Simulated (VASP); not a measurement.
Data:

```
Be2C
1.0
    0.00000     2.14043     2.14043
    2.14043     0.00000     2.14043
    2.14043     2.14043     0.00000
Be C
2 1
Direct
  0.25000   0.25000   0.25000
  0.75000   0.75000   0.75000
  0.00000   0.00000   0.00000
```

Level of theory: PBEsol GGA, VASP's PBE PAW potentials (set 64) (plane waves; VASP 6.6.1). Settings: 620 eV cut-off, 9×9×9 Γ-centred mesh, Gaussian smearing of 0.050 eV, potentials Be C.

Q: Predict the energy per atom (σ→0), pressure.

A: 
```json
{
 "energy per atom (σ→0)": "-6.135 eV/atom",
 "pressure": "5.02 GPa"
}
```

Total energies compare only between runs with the same potentials, cut-off and functional.

The compound is Be2C in the antifluorite structure. It was relaxed first under an external pressure of 5 GPa.
